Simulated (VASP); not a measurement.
Output of a VASP run:

### OUTCAR
```
 ion  position               nearest neighbor table
   1  0.250  0.250  0.250-   2 2.36   2 2.36   2 2.36   2 2.36
   2  0.000  0.000  0.000-   1 2.36   1 2.36   1 2.36   1 2.36
  LATTYP: Found a face centered cubic cell.
 ALAT       =     5.4491431274
 Subroutine PRICEL returns:
 Original cell was already a primitive cell.
 Subroutine GETGRP returns: Found 24 space group operations
The static configuration has the point symmetry T_d .
The dynamic configuration has the point symmetry T_d .
The overall configuration has the point symmetry T_d .
 Subroutine INISYM returns: Found 24 space group operations
 Subroutine IBZKPT returns following result:
 Found     84 irreducible k-points:

 Following reciprocal coordinates:
            Coordinates               Weight
  0.000000  0.000000  0.000000      1.000000
  0.076923  0.000000  0.000000      8.000000
  0.153846  0.000000  0.000000      8.000000
  0.230769  0.000000  0.000000      8.000000
  0.307692  0.000000  0.000000      8.000000
  0.384615  0.000000  0.000000      8.000000
  0.461538  0.000000  0.000000      8.000000
  0.076923  0.076923  0.000000      6.000000
  0.153846  0.076923  0.000000     24.000000
  0.230769  0.076923  0.000000     24.000000
  0.307692  0.076923  0.000000     24.000000
  0.384615  0.076923  0.000000     24.000000
  0.461538  0.076923  0.000000     24.000000
 -0.461538  0.076923  0.000000     24.000000
 -0.384615  0.076923  0.000000     24.000000
 -0.307692  0.076923  0.000000     24.000000
 -0.230769  0.076923  0.000000     24.000000
 -0.153846  0.076923  0.000000     24.000000
 -0.076923  0.076923  0.000000     12.000000
  0.153846  0.153846  0.000000      6.000000
  0.230769  0.153846  0.000000     24.000000
  0.307692  0.153846  0.000000     24.000000
  0.384615  0.153846  0.000000     24.000000
  0.461538  0.153846  0.000000     24.000000
 -0.461538  0.153846  0.000000     24.000000
 -0.384615  0.153846  0.000000     24.000000
 -0.307692  0.153846  0.000000     24.000000
 -0.230769  0.153846  0.000000     24.000000
 -0.153846  0.153846  0.000000     12.000000
  0.230769  0.230769  0.000000      6.000000
  0.307692  0.230769  0.000000     24.000000
  0.384615  0.230769  0.000000     24.000000
  0.461538  0.230769  0.000000     24.000000
 -0.461538  0.230769  0.000000     24.000000
 -0.384615  0.230769  0.000000     24.000000
 -0.307692  0.230769  0.000000     24.000000
 -0.230769  0.230769  0.000000     12.000000
  0.307692  0.307692  0.000000      6.000000
  0.384615  0.307692  0.000000     24.000000
  0.461538  0.307692  0.000000     24.000000
   k-points           NKPTS =     84   k-points in BZ     NKDIM =     84   number of bands    NBANDS=     15
   number of dos      NEDOS =    601   number of ions     NIONS =      2
   total plane-waves  NPLWV =  21952
   dimension x,y,z NGX =    28 NGY =   28 NGZ =   28
   dimension x,y,z NGXF=    56 NGYF=   56 NGZF=   56
   ions per type =               1   1
   PREC   = accura    normal or accurate (medium, high low for compatibility)
   ISTART =      0    job   : 0-new  1-cont  2-samecut
   ICHARG =      2    charge: 1-file 2-atom 10-const
   ISPIN  =      2    spin polarized calculation?
   LNONCOLLINEAR =      F non collinear calculations
   LSORBIT =      F    spin-orbit coupling
   INIWAV =      1    electr: 0-lowe 1-rand  2-diag
   ENCUT  =  400.0 eV  29.40 Ry    5.42 a.u.   6.28  6.28  6.28*2*pi/ulx,y,z
   NELM   =    100;   NELMIN=  2; NELMDL= -5     # of ELM steps
   EDIFF  = 0.1E-06   stopping-criterion for ELM
   LREAL  =      F    real-space projection
   NLSPLINE    = F    spline interpolate recip. space projectors
   LMAXMIX     =    4 max onsite mixed and CHGCAR
   VOSKOWN=      0    Vosko Wilk Nusair interpolation
   EDIFFG = 0.1E-05   stopping-criterion for IOM
   NSW    =      0    number of steps for IOM
   NBLOCK =      1;   KBLOCK =      1    inner block; outer block
...
```

File OSZICAR:
```
       N       E                     dE             d eps       ncg     rms          rms(c)
DAV:   1     0.115550226158E+03    0.11555E+03   -0.95713E+03  5551   0.105E+03
DAV:   2    -0.103818167081E+02   -0.12593E+03   -0.12102E+03  5502   0.294E+02
DAV:   3    -0.160036422825E+02   -0.56218E+01   -0.55919E+01  6272   0.695E+01
DAV:   4    -0.160766442723E+02   -0.73002E-01   -0.72941E-01  6006   0.821E+00
DAV:   5    -0.160781521502E+02   -0.15079E-02   -0.15063E-02  6477   0.121E+00    0.115E+01
DAV:   6    -0.149660817326E+02    0.11121E+01   -0.11147E+01  5178   0.428E+01    0.110E+01
DAV:   7    -0.147674369071E+02    0.19864E+00   -0.16402E+00  5076   0.205E+01    0.619E+00
DAV:   8    -0.147766134146E+02   -0.91765E-02   -0.58387E-02  6006   0.221E+00    0.357E+00
DAV:   9    -0.147589264412E+02    0.17687E-01   -0.41392E-02  6047   0.208E+00    0.942E-01
DAV:  10    -0.147686548656E+02   -0.97284E-02   -0.10023E-02  5691   0.116E+00    0.272E-01
DAV:  11    -0.147687339609E+02   -0.79095E-04   -0.20870E-03  5635   0.325E-01    0.112E-01
DAV:  12    -0.147686519498E+02    0.82011E-04   -0.42238E-04  6216   0.190E-01    0.742E-02
DAV:  13    -0.147686642522E+02   -0.12302E-04   -0.23492E-05  6094   0.507E-02    0.508E-02
DAV:  14    -0.147686375834E+02    0.26669E-04   -0.94224E-06  5943   0.303E-02    0.135E-02
DAV:  15    -0.147686427523E+02   -0.51689E-05   -0.86053E-07  6553   0.961E-03    0.342E-03
DAV:  16    -0.147686463110E+02   -0.35587E-05   -0.67740E-08  4669   0.257E-03    0.175E-03
DAV:  17    -0.147686465787E+02   -0.26773E-06   -0.41180E-08  3878   0.166E-03    0.104E-03
DAV:  18    -0.147686452690E+02    0.13097E-05   -0.10697E-08  3143   0.101E-03    0.205E-04
DAV:  19    -0.147686451682E+02    0.10086E-06   -0.19326E-09  2835   0.469E-04    0.109E-04
DAV:  20    -0.147686450385E+02    0.12971E-06   -0.27692E-10  2905   0.156E-04    0.523E-05
DAV:  21    -0.147686449909E+02    0.47570E-07   -0.60115E-11  2744   0.844E-05
   1 F= -.14768645E+02 E0= -.14768645E+02  d E =0.000000E+00  mag=     4.6015
```

File OUTCAR:
```
------------------------ aborting loop because EDIFF is reached ----------------------------------------
  FORCE on cell =-STRESS in cart. coord.  units (eV):
  Direction    XX          YY          ZZ          XY          YZ          ZX
  --------------------------------------------------------------------------------------
  Total        0.0516001      0.0516001      0.0516001      0.0000000      0.0000000      0.0000000
  in kB        2.0437909      2.0437909      2.0437909      0.0000000      0.0000000      0.0000000
  external PRESSURE =       2.0437909 kB  Pullay stress =       0.0000000 kB
  volume of cell :       40.45
      direct lattice vectors                 reciprocal lattice vectors
     0.000000000  2.724571564  2.724571564    -0.183515092  0.183515092  0.183515092
     2.724571564  0.000000000  2.724571564     0.183515092 -0.183515092  0.183515092
     2.724571564  2.724571564  0.000000000     0.183515092  0.183515092 -0.183515092
 POSITION                                       TOTAL-FORCE (eV/Angst)
 -----------------------------------------------------------------------------------
      1.36229      1.36229      1.36229        -0.000000     -0.000000     -0.000000
      0.00000      0.00000      0.00000         0.000000      0.000000      0.000000
 -----------------------------------------------------------------------------------
    total drift:                               -0.000001     -0.000001     -0.000000
  FREE ENERGIE OF THE ION-ELECTRON SYSTEM (eV)
  ---------------------------------------------------
  free  energy   TOTEN  =       -14.7686449909 eV

  energy  without entropy=      -14.7686449909  energy(sigma->0) =      -14.76864499

 total charge

# of ion       s       p       d       tot
------------------------------------------
    1        1.312   2.429   0.000   3.741
    2        0.280   6.247   4.945  11.472
--------------------------------------------------
tot          1.592   8.676   4.945  15.213

 magnetization (x)

# of ion       s       p       d       tot
------------------------------------------
    1        0.009   0.046   0.000   0.055
    2        0.048   0.069   3.978   4.096
--------------------------------------------------
tot          0.057   0.115   3.978   4.150
```
(Selected blocks of OUTCAR.)

POSCAR:
```
MnS
1
    0.0000000000     2.7245715637     2.7245715637
    2.7245715637     0.0000000000     2.7245715637
    2.7245715637     2.7245715637    -0.0000000000
S Mn
1 1
Direct
  0.2500000000   0.2500000000   0.2500000000
  0.0000000000   0.0000000000   0.0000000000
```

Write an INCAR and KPOINTS that could have produced this output.

This is not unique; one that fits is the input of the run itself, PBEsol GGA, plane waves, VASP's PBE PAW potentials (set 64).

INCAR:
```
SYSTEM=MnS
PREC=Accurate; ENCUT=400; LREAL=.FALSE.
LASPH=.TRUE.
EDIFF=1E-7; NELM=100; ALGO=Normal
LMAXMIX=4
ISMEAR=-5
GGA=PS
MAGMOM=0.1 4.1
ISPIN=2
ISIF=2
LWAVE=.FALSE.; LCHARG=.TRUE.; LORBIT=11
NEDOS=601
```

**KPOINTS**
```
Automatic mesh
0
Gamma
13 13 13
0 0 0
```

POTCAR, in this order: S Mn_pv (PBE.64 set). Program: vasp_std.

The moments were started parallel, and other spin orders were not tried in this run. For a metal the tetrahedron method with Blöchl corrections gives inexact stress and forces.

The structure was generated: MnS was put into the zincblende type (F-43m), which need not be its known phase. It was relaxed first, which changed the volume by -9 %.
